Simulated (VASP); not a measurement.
# LaSiRu: Pt into a neighbouring Si vacancy, part 4 of 5

Wanted: the minimum-energy path in LaSiRu for this move: Pt into a neighbouring Si vacancy. The start is a cell from a database of measured crystal structures.

VASP 6.6.1, plane waves and PAW; the level of theory is named at each step.

So far. Step 2 (Relax the host): The run ended after 12 ionic steps, 0.042 eV below its first step, once forces and stress met EDIFFG = -0.02. Step 3 (Relax the start): The run ended after 15 ionic steps, 1.529 eV below its first step, once the forces on the free atoms met EDIFFG = -0.05.

## Step 4: Relax the end

Level of this step: PBEsol; plane waves and PAW (La, Ru, Si, Pt) (VASP).

The end state is relaxed in the same way, so that both ends share their errors.

The input, INCAR:

```
SYSTEM = La8Si6Ru8Pt
PREC = Normal
ENCUT = 280
EDIFF = 1E-05
NELM = 120
ISMEAR = 1
SIGMA = 0.15
LREAL = Auto
ALGO = Fast
GGA = PS
NBANDS = 116
LORBIT = 11
LWAVE = .FALSE.
LCHARG = .FALSE.
KPAR = 3
IBRION = 2
NSW = 60
ISIF = 2
EDIFFG = -0.05
POTIM = 0.4
MAXMIX = 40
ISYM = 0
```

The input, POSCAR:

```
La8Si6Ru8Pt
1.0
   -4.2133440743      4.2133440743      7.0177945974
    4.2133440743     -4.2133440743      7.0177945974
    4.2133440743      4.2133440743     -7.0177945974
La Ru Si Pt
8 8 6 1
Direct
    0.4116218720      0.1593190483      0.2535103591
    0.9112857739      0.6575759928      0.2498609875
    0.9062083866      0.1591540249      0.7513069603
    0.4091859043      0.6599829373      0.7486807654
    0.3352870357      0.5896172827      0.2465888939
    0.8415618068      0.0920460399      0.2537109574
    0.8425857406      0.5915257219      0.7510550402
    0.3413343793      0.0928053168      0.7526884294
    0.2492983595      0.2461782942      0.5018913593
    0.7480472731      0.7476398641      0.4997492367
    0.7496831820      0.2520188436     -0.0007558542
    0.2533249662      0.7514387084      0.0012900944
   -0.0042362737     -0.0012489774     -0.0011695972
    0.4987546878      0.5031803323      0.0038973601
    0.5007599615      0.0015566408      0.4998880836
   -0.0009856063      0.4990622858      0.5001131590
    0.1641119439      0.9176802138      0.2486606871
    0.1584839181      0.4157195567      0.7499982234
    0.0890040667      0.3344209636      0.2575113176
    0.5845830036      0.8302167218      0.2484294498
    0.5843149731      0.3339401923      0.7479727672
    0.0847911028      0.8331696229      0.7496975810
    0.6635035262      0.4122578534      0.2472361684
```

The input, KPOINTS:

```
Automatic mesh
0
Gamma
3 3 3
0 0 0
```

The projector-augmented-wave data sets are La, Ru, Si and Pt (PBE family, release 64).

Run with:

```console
$ mpirun -np 3 vasp_std
```

The program printed:

```text
[... set-up lines as in an earlier step ...]
 entering main loop
       N       E                     dE             d eps       ncg     rms          rms(c)
DAV:   1     0.176462807839E+04    0.17646E+04   -0.43033E+04  3248   0.130E+03
DAV:   2     0.376195550579E+03   -0.13884E+04   -0.13296E+04  4080   0.353E+02
DAV:   3    -0.674701312912E+02   -0.44367E+03   -0.42783E+03  5032   0.194E+02
DAV:   4    -0.168673126211E+03   -0.10120E+03   -0.96494E+02  5820   0.980E+01
DAV:   5    -0.185935283700E+03   -0.17262E+02   -0.16368E+02  6456   0.429E+01    0.419E+01
RMM:   6    -0.182076451667E+03    0.38588E+01   -0.13297E+02  4544   0.400E+01    0.147E+01
RMM:   7    -0.177279403447E+03    0.47970E+01   -0.24007E+01  4722   0.156E+01    0.943E+00
RMM:   8    -0.177806558134E+03   -0.52715E+00   -0.13078E+01  5216   0.891E+00    0.548E+00
RMM:   9    -0.177500259558E+03    0.30630E+00   -0.36535E+00  5697   0.526E+00    0.237E+00
RMM:  10    -0.177567815814E+03   -0.67556E-01   -0.16500E+00  5715   0.309E+00    0.160E+00
RMM:  11    -0.177592906456E+03   -0.25091E-01   -0.79931E-01  5571   0.211E+00    0.943E-01
RMM:  12    -0.177637845788E+03   -0.44939E-01   -0.55207E-01  5877   0.158E+00    0.562E-01
RMM:  13    -0.177666509892E+03   -0.28664E-01   -0.31131E-01  5938   0.114E+00    0.406E-01
RMM:  14    -0.177693517494E+03   -0.27008E-01   -0.26823E-01  5938   0.981E-01    0.247E-01
RMM:  15    -0.177711283401E+03   -0.17766E-01   -0.17443E-01  5936   0.857E-01    0.176E-01
RMM:  16    -0.177726524178E+03   -0.15241E-01   -0.15701E-01  5937   0.748E-01    0.139E-01
RMM:  17    -0.177737178155E+03   -0.10654E-01   -0.10591E-01  5938   0.663E-01    0.978E-02
RMM:  18    -0.177747012914E+03   -0.98348E-02   -0.98715E-02  5932   0.600E-01    0.516E-02
RMM:  19    -0.177753625576E+03   -0.66127E-02   -0.67146E-02  5929   0.529E-01    0.343E-02
RMM:  20    -0.177759684570E+03   -0.60590E-02   -0.61917E-02  5938   0.468E-01    0.393E-02
RMM:  21    -0.177763941383E+03   -0.42568E-02   -0.43504E-02  5886   0.427E-01    0.242E-02
RMM:  22    -0.177767807435E+03   -0.38661E-02   -0.39747E-02  5876   0.378E-01    0.406E-02
RMM:  23    -0.177770555309E+03   -0.27479E-02   -0.28275E-02  5833   0.340E-01    0.476E-02
RMM:  24    -0.177772624185E+03   -0.20689E-02   -0.24559E-02  5638   0.315E-01    0.185E-01
RMM:  25    -0.177774433911E+03   -0.18097E-02   -0.18275E-02  5585   0.274E-01    0.190E-01
RMM:  26    -0.177776089515E+03   -0.16556E-02   -0.16163E-02  5631   0.247E-01    0.174E-01
RMM:  27    -0.177777338127E+03   -0.12486E-02   -0.12277E-02  5620   0.225E-01    0.166E-01
RMM:  28    -0.177778588582E+03   -0.12505E-02   -0.11450E-02  5523   0.219E-01    0.124E-01
RMM:  29    -0.177779688236E+03   -0.10997E-02   -0.10484E-02  5581   0.246E-01    0.486E-02
RMM:  30    -0.177780490758E+03   -0.80252E-03   -0.95933E-03  5516   0.232E-01    0.119E-01
RMM:  31    -0.177781090581E+03   -0.59982E-03   -0.62144E-03  5413   0.180E-01    0.860E-02
RMM:  32    -0.177781629713E+03   -0.53913E-03   -0.56022E-03  5106   0.157E-01    0.560E-02
RMM:  33    -0.177781989454E+03   -0.35974E-03   -0.40002E-03  5027   0.139E-01    0.481E-02
RMM:  34    -0.177782282440E+03   -0.29299E-03   -0.35795E-03  5014   0.128E-01    0.747E-02
RMM:  35    -0.177782548094E+03   -0.26565E-03   -0.26813E-03  4734   0.110E-01    0.709E-02
RMM:  36    -0.177782777358E+03   -0.22926E-03   -0.24103E-03  4696   0.998E-02    0.772E-02
RMM:  37    -0.177782967948E+03   -0.19059E-03   -0.18477E-03  4672   0.931E-02    0.709E-02
RMM:  38    -0.177783130138E+03   -0.16219E-03   -0.16604E-03  4643   0.858E-02    0.733E-02
RMM:  39    -0.177783301933E+03   -0.17179E-03   -0.14492E-03  4882   0.914E-02    0.491E-02
RMM:  40    -0.177783417059E+03   -0.11513E-03   -0.11940E-03  4579   0.782E-02    0.521E-02
RMM:  41    -0.177783504809E+03   -0.87749E-04   -0.94128E-04  4572   0.719E-02    0.544E-02
RMM:  42    -0.177783570300E+03   -0.65491E-04   -0.78325E-04  4539   0.650E-02    0.631E-02
WARNING in EDDRMM: call to ZHEGV failed, returncode =   8  4     63
WARNING in EDDRMM: call to ZHEGV failed, returncode =   6  3     35
RMM:  43    -0.177783634769E+03   -0.64469E-04   -0.64114E-04  4532   0.585E-02    0.617E-02
RMM:  44    -0.177783692242E+03   -0.57473E-04   -0.55400E-04  4488   0.563E-02    0.602E-02
RMM:  45    -0.177783734275E+03   -0.42033E-04   -0.44153E-04  4455   0.508E-02    0.611E-02
RMM:  46    -0.177783797171E+03   -0.62896E-04   -0.44723E-04  4484   0.538E-02    0.513E-02
RMM:  47    -0.177783825140E+03   -0.27969E-04   -0.32066E-04  4475   0.480E-02    0.547E-02
RMM:  48    -0.177783851025E+03   -0.25884E-04   -0.29377E-04  4224   0.424E-02    0.587E-02
RMM:  49    -0.177783870579E+03   -0.19554E-04   -0.21334E-04  4213   0.410E-02    0.599E-02
RMM:  50    -0.177783886178E+03   -0.15599E-04   -0.19516E-04  4046   0.363E-02    0.636E-02
RMM:  51    -0.177783888410E+03   -0.22322E-05   -0.14352E-04  3999   0.353E-02    0.718E-02
WARNING in EDDRMM: call to ZHEGV failed, returncode =   8  4     52
RMM:  52    -0.177783901584E+03   -0.13174E-04   -0.12840E-04  3813   0.321E-02    0.727E-02
RMM:  53    -0.177783920660E+03   -0.19077E-04   -0.10760E-04  3743   0.321E-02    0.662E-02
RMM:  54    -0.177783958702E+03   -0.38041E-04   -0.15387E-04  3900   0.387E-02    0.449E-02
RMM:  55    -0.177783972718E+03   -0.14016E-04   -0.10780E-04  3608   0.352E-02    0.414E-02
WARNING in EDDRMM: call to ZHEGV failed, returncode =   6  3     59
WARNING in EDDRMM: call to ZHEGV failed, returncode =   8  4     49
RMM:  56    -0.177783984319E+03   -0.11601E-04   -0.88476E-05  3500   0.320E-02    0.381E-02
WARNING in EDDRMM: call to ZHEGV failed, returncode =   6  3     92
WARNING in EDDRMM: call to ZHEGV failed, returncode =   6  3     73
RMM:  57    -0.177783994711E+03   -0.10392E-04   -0.72685E-05  3341   0.332E-02    0.335E-02
RMM:  58    -0.177784005540E+03   -0.10829E-04   -0.83183E-05  3312   0.338E-02    0.302E-02
RMM:  59    -0.177784016156E+03   -0.10616E-04   -0.14604E-04  3697   0.407E-02    0.353E-02
RMM:  60    -0.177784020147E+03   -0.39908E-05   -0.98386E-05  3303   0.354E-02
   1 F= -.17778402E+03 E0= -.17777813E+03  d E =-.177784E+03
 curvature:   0.00 expect dE= 0.000E+00 dE for cont linesearch  0.000E+00
 trial: gam= 0.00000 g(F)=  0.177E+01 g(S)=  0.000E+00 ort = 0.000E+00 (trialstep = 0.100E+01)
 search vector abs. value=  0.177E+01
 bond charge predicted
       N       E                     dE             d eps       ncg     rms          rms(c)
DAV:   1    -0.177140347829E+03    0.64367E+00   -0.30945E+02  3376   0.339E+01    0.521E+00
RMM:   2    -0.693496869667E+03   -0.51636E+03    0.83270E+03  4196   0.132E+03    0.110E+02
RMM:   3    -0.347413333385E+03    0.34608E+03   -0.17042E+02  5361   0.190E+02    0.116E+02
RMM:   4    -0.309078449189E+03    0.38335E+02   -0.28498E+02  5186   0.115E+02    0.105E+02
RMM:   5    -0.290361891752E+03    0.18717E+02   -0.14402E+02  5448   0.512E+01    0.103E+02
RMM:   6    -0.291317844940E+03   -0.95595E+00   -0.46927E+00  5774   0.324E+01    0.105E+02
RMM:   7    -0.378199050706E+03   -0.86881E+02   -0.38099E+01  5659   0.482E+01    0.137E+02
RMM:   8    -0.422027526726E+03   -0.43828E+02   -0.43221E+01  5732   0.461E+01    0.148E+02
RMM:   9    -0.482540947927E+03   -0.60513E+02   -0.11263E+02  5745   0.676E+01    0.167E+02
RMM:  10    -0.503680385105E+03   -0.21139E+02   -0.22212E+02  5838   0.733E+01    0.178E+02
RMM:  11    -0.441024067589E+03    0.62656E+02   -0.10726E+02  5677   0.544E+01    0.192E+02
RMM:  12    -0.171681995655E+03    0.26934E+03   -0.88771E+02  5939   0.838E+01    0.848E+01
RMM:  13    -0.241859340636E+03   -0.70177E+02   -0.77550E+01  5665   0.311E+01    0.102E+02
RMM:  14    -0.353028233702E+03   -0.11117E+03   -0.70927E+01  5979   0.165E+02    0.996E+01
RMM:  15    -0.242587784569E+03    0.11044E+03   -0.24657E+02  5781   0.575E+01    0.968E+01
RMM:  16    -0.379739115626E+03   -0.13715E+03    0.87372E+03  5948   0.106E+03    0.993E+01
RMM:  17    -0.137157186318E+03    0.24258E+03   -0.60820E+02  5927   0.103E+02    0.127E+01
RMM:  18    -0.170481249839E+03   -0.33324E+02   -0.22253E+02  5814   0.415E+01    0.263E+01
RMM:  19    -0.181762071526E+03   -0.11281E+02   -0.61274E+01  5808   0.219E+01    0.373E+01
RMM:  20    -0.189998835591E+03   -0.82368E+01   -0.28093E+01  5927   0.158E+01    0.446E+01
RMM:  21    -0.184668216024E+03    0.53306E+01   -0.16140E+01  5891   0.115E+01    0.366E+01
RMM:  22    -0.183151862306E+03    0.15164E+01   -0.11736E+01  5913   0.970E+00    0.332E+01
RMM:  23    -0.181525405423E+03    0.16265E+01   -0.93010E+00  5893   0.867E+00    0.295E+01
RMM:  24    -0.180251969784E+03    0.12734E+01   -0.82411E+00  5920   0.800E+00    0.259E+01
RMM:  25    -0.178815513480E+03    0.14365E+01   -0.71097E+00  5918   0.773E+00    0.213E+01
RMM:  26    -0.177040347236E+03    0.17752E+01   -0.77997E+00  5830   0.822E+00    0.137E+01
RMM:  27    -0.176139157785E+03    0.90119E+00   -0.10952E+01  5721   0.887E+00    0.321E+00
RMM:  28    -0.176636211243E+03   -0.49705E+00   -0.59158E+00  5896   0.599E+00    0.311E+00
RMM:  29    -0.177170801225E+03   -0.53459E+00   -0.40017E+00  5913   0.510E+00    0.238E+00
RMM:  30    -0.177480993518E+03   -0.31019E+00   -0.31775E+00  5928   0.451E+00    0.209E+00
[...]
RMM:  82    -0.178824934613E+03   -0.50337E-04   -0.48922E-04  4281   0.502E-02    0.647E-02
RMM:  83    -0.178824975792E+03   -0.41178E-04   -0.40514E-04  4177   0.473E-02    0.653E-02
RMM:  84    -0.178825007835E+03   -0.32043E-04   -0.34506E-04  4095   0.444E-02    0.684E-02
RMM:  85    -0.178825034102E+03   -0.26267E-04   -0.28323E-04  3988   0.397E-02    0.708E-02
RMM:  86    -0.178825064986E+03   -0.30885E-04   -0.25094E-04  3918   0.389E-02    0.682E-02
RMM:  87    -0.178825100275E+03   -0.35289E-04   -0.21719E-04  3846   0.387E-02    0.591E-02
RMM:  88    -0.178825133920E+03   -0.33645E-04   -0.21466E-04  3925   0.403E-02    0.508E-02
RMM:  89    -0.178825146770E+03   -0.12850E-04   -0.16154E-04  3626   0.342E-02    0.556E-02
RMM:  90    -0.178825163495E+03   -0.16725E-04   -0.14290E-04  3490   0.332E-02    0.550E-02
RMM:  91    -0.178825173683E+03   -0.10188E-04   -0.10928E-04  3381   0.314E-02    0.567E-02
RMM:  92    -0.178825184159E+03   -0.10476E-04   -0.98321E-05  3232   0.283E-02    0.570E-02
RMM:  93    -0.178825192662E+03   -0.85023E-05   -0.79046E-05  3196   0.287E-02
   2 F= -.17882519E+03 E0= -.17881994E+03  d E =-.104117E+01
[... from here on, the cycles between the ionic steps are left out ...]
   3 F= -.17892926E+03 E0= -.17892639E+03  d E =-.114524E+01
   4 F= -.17913974E+03 E0= -.17913656E+03  d E =-.210481E+00
[...]
WARNING in EDDRMM: call to ZHEGV failed, returncode =   6  3     64
   5 F= -.17931861E+03 E0= -.17931508E+03  d E =-.389346E+00
[...]
WARNING in EDDRMM: call to ZHEGV failed, returncode =   8  4     53
[...]
WARNING in EDDRMM: call to ZHEGV failed, returncode =   8  4     37
[...]
WARNING in EDDRMM: call to ZHEGV failed, returncode =   8  4     85
   6 F= -.17942374E+03 E0= -.17942108E+03  d E =-.105131E+00
   7 F= -.17942674E+03 E0= -.17942423E+03  d E =-.108133E+00
   8 F= -.17945799E+03 E0= -.17945576E+03  d E =-.312472E-01
   9 F= -.17946809E+03 E0= -.17946604E+03  d E =-.413498E-01
  10 F= -.17946885E+03 E0= -.17946684E+03  d E =-.421078E-01
  11 F= -.17947772E+03 E0= -.17947579E+03  d E =-.887698E-02
  12 F= -.17947816E+03 E0= -.17947624E+03  d E =-.931311E-02
  13 F= -.17948101E+03 E0= -.17947907E+03  d E =-.285347E-02
  14 F= -.17948134E+03 E0= -.17947939E+03  d E =-.317905E-02
  15 F= -.17948156E+03 E0= -.17947960E+03  d E =-.340250E-02
  16 F= -.17948150E+03 E0= -.17947955E+03  d E =-.334339E-02
  17 F= -.17948157E+03 E0= -.17947960E+03  d E =-.340549E-02
 curvature:  -0.28 expect dE=-0.346E-03 dE for cont linesearch -0.417E-05
 trial: gam= 0.86704 g(F)=  0.125E-02 g(S)=  0.000E+00 ort =-0.192E-03 (trialstep = 0.204E+01)
 search vector abs. value=  0.276E-02
 bond charge predicted
       N       E                     dE             d eps       ncg     rms          rms(c)
DAV:   1    -0.179474331617E+03    0.72282E-02   -0.10361E+00  3360   0.259E+00    0.196E-01
RMM:   2    -0.179481973856E+03   -0.76422E-02   -0.80741E-02  4548   0.126E+00    0.744E-02
RMM:   3    -0.179483300566E+03   -0.13267E-02   -0.14325E-02  4729   0.310E-01    0.879E-02
RMM:   4    -0.179483529163E+03   -0.22860E-03   -0.25737E-03  5167   0.136E-01    0.103E-01
RMM:   5    -0.179483433971E+03    0.95192E-04   -0.78469E-04  5098   0.927E-02    0.893E-02
RMM:   6    -0.179483492854E+03   -0.58883E-04   -0.31133E-04  5013   0.496E-02    0.972E-02
RMM:   7    -0.179483525947E+03   -0.33093E-04   -0.17869E-04  4387   0.413E-02    0.101E-01
RMM:   8    -0.179483548834E+03   -0.22888E-04   -0.11412E-04  3630   0.338E-02    0.105E-01
RMM:   9    -0.179483565732E+03   -0.16898E-04   -0.71889E-05  2882   0.301E-02    0.108E-01
RMM:  10    -0.179483581337E+03   -0.15605E-04   -0.33762E-05  2492   0.303E-02    0.111E-01
RMM:  11    -0.179483578707E+03    0.26303E-05   -0.21810E-05  2192   0.261E-02
  18 F= -.17948358E+03 E0= -.17948148E+03  d E =-.201364E-02
 trial-energy change:   -0.002014  1 .order   -0.001453   -0.002208   -0.000697
 step:   2.3128(harm=  2.9884)  dis= 0.00694  next Energy=  -179.483626 (dE=-0.206E-02)
 reached required accuracy - stopping structural energy minimisation
```

Elapsed: 26 min, on 3 MPI ranks of Intel Xeon 6975P-C (Granite Rapids), shared host; peak memory 1.2 GiB.

From OUTCAR (step 4):

```text
 Found     14 irreducible k-points:

   NELECT =     186.0000    total number of electrons

 E-fermi :   9.0570

 k-point     1 :       0.0000    0.0000    0.0000
  band No.  band energies     occupation
    ...
     88       8.8854      2.06870
     89       8.9677      1.83588
     90       9.0297      1.30309
     91       9.0396      1.19558
     92       9.0824      0.71823
     93       9.1874     -0.01134
     94       9.4481     -0.00142
     95       9.5192     -0.00012
     96       9.5470     -0.00004
     97       9.6608     -0.00000
    ...

 k-point     2 :       0.3333    0.0000   -0.0000
  band No.  band energies     occupation
    ...
     88       8.4606      2.00000
     89       8.6036      2.00016
     90       8.6305      2.00044
     91       8.9028      2.05567
     92       9.0214      1.38916
     93       9.1202      0.35246
     94       9.1617      0.08187
     95       9.2342     -0.07030
     96       9.3278     -0.02845
     97       9.5284     -0.00008
    ...

  Total        3.5727117      5.2611638     -4.4740516      0.0220361     -0.0084078     -0.0427305
  in kB       11.4866678     16.9152302    -14.3845762      0.0708487     -0.0270321     -0.1373833
  external PRESSURE =       4.6724406 kB  Pullay stress =       0.0000000 kB

 POSITION                                       TOTAL-FORCE (eV/Angst)
 -----------------------------------------------------------------------------------
      0.00191      2.10802      2.25554         0.000468     -0.001758     -0.030417
     -0.00160      2.10910      9.18811         0.001329     -0.000726     -0.031328
      0.00769      6.32047      2.16573        -0.003686      0.001203     -0.000343
      4.22079      2.10529      2.12449        -0.003115      0.003016      0.007506
      2.13185      0.09469      4.92475         0.004364      0.003925      0.007447
     -2.12622      4.12985      4.91956        -0.003060     -0.013333      0.016199
      2.13442      4.12011      4.92321         0.000367     -0.004962      0.011303
      2.08577      4.30205     -2.09432        -0.003657      0.011889      0.006696
      2.11180      2.10780     -0.02767        -0.010336     -0.000756      0.003762
      2.04486      2.10610      7.08817         0.010981      0.003943      0.027160
     -2.03750      2.10749      7.10816        -0.004428     -0.003523     -0.001357
      2.10968     -2.10595      7.00582         0.004331      0.003344     -0.006749
      0.00426      0.00286     14.02518        -0.000997      0.006795      0.032824
      4.21644      4.20350     -0.00887         0.006389     -0.012168     -0.016693
      0.00344      4.21121     -0.00202         0.000958     -0.004343      0.021704
      4.21825      0.01218     -0.00765        -0.008168      0.006450     -0.019966
      4.21217     -2.10367      5.86317         0.007366     -0.008054      0.035318
      4.22110      2.10780     -1.21262         0.006022     -0.002380      0.001049
      2.10402      0.01580      1.16716         0.019440      0.002652     -0.016376
      2.11429     -0.00461      8.18744        -0.021339     -0.006423     -0.014226
      2.10685      4.19847      1.16983         0.008827      0.006277     -0.012417
      6.33124      0.00513      1.16689        -0.021260      0.004838     -0.015136
     -0.00387      2.10776      5.26566         0.009201      0.004095     -0.005961
 -----------------------------------------------------------------------------------
    total drift:                                0.033176      0.005862     -0.008373

  FREE ENERGIE OF THE ION-ELECTRON SYSTEM (eV)
  ---------------------------------------------------
  free  energy   TOTEN  =      -179.4835787067 eV

  energy  without entropy=     -179.4772890531  energy(sigma->0) =     -179.48148216

 total charge
# of ion       s       p       d       f       tot
--------------------------------------------------
    1        2.060   5.605   0.806   0.164   8.635
    2        2.070   5.581   0.845   0.172   8.668
    3        2.068   5.589   0.827   0.155   8.637
    4        2.069   5.569   0.895   0.165   8.698
    5        2.076   5.577   0.854   0.179   8.686
    6        2.077   5.577   0.851   0.178   8.682
    7        2.076   5.577   0.854   0.179   8.685
    8        2.077   5.577   0.852   0.178   8.684
    9        0.603   0.708   6.942   0.000   8.252
   10        0.580   0.573   6.872   0.000   8.026
   11        0.582   0.572   6.870   0.000   8.024
   12        0.602   0.707   6.941   0.000   8.250
   13        0.580   0.595   6.900   0.000   8.075
   14        0.591   0.665   6.891   0.000   8.147
   15        0.581   0.595   6.901   0.000   8.076
   16        0.590   0.664   6.890   0.000   8.145
   17        0.779   0.910   0.000   0.000   1.689
   18        0.770   0.906   0.000   0.000   1.676
   19        0.775   0.917   0.000   0.000   1.692
   20        0.775   0.917   0.000   0.000   1.692
   21        0.775   0.917   0.000   0.000   1.692
   22        0.775   0.917   0.000   0.000   1.691
   23        0.859   0.511   8.040   0.000   9.410
--------------------------------------------------
tot         26.788  55.723  70.032   1.369 153.911

[... 6 parts as in an earlier step ...]

[... 6 further parts left out ...]
```

(Part 4 of 5 ends here.)

[Lines on the potential files, build, host, timing and source positions are cut from VASP's logs without a mark.]

[Logs are printed without paths, hosts, clocks, repeated set-up lines and the standing remarks that a program may print on its own settings, such as how far it seeks lower states.]

[Hosts, paths, dates, database ids (printed as entryN), source tags and the programs' standing remarks are cut or masked in the printed files.]

[Runs that stopped without an error message from VASP are left out.]
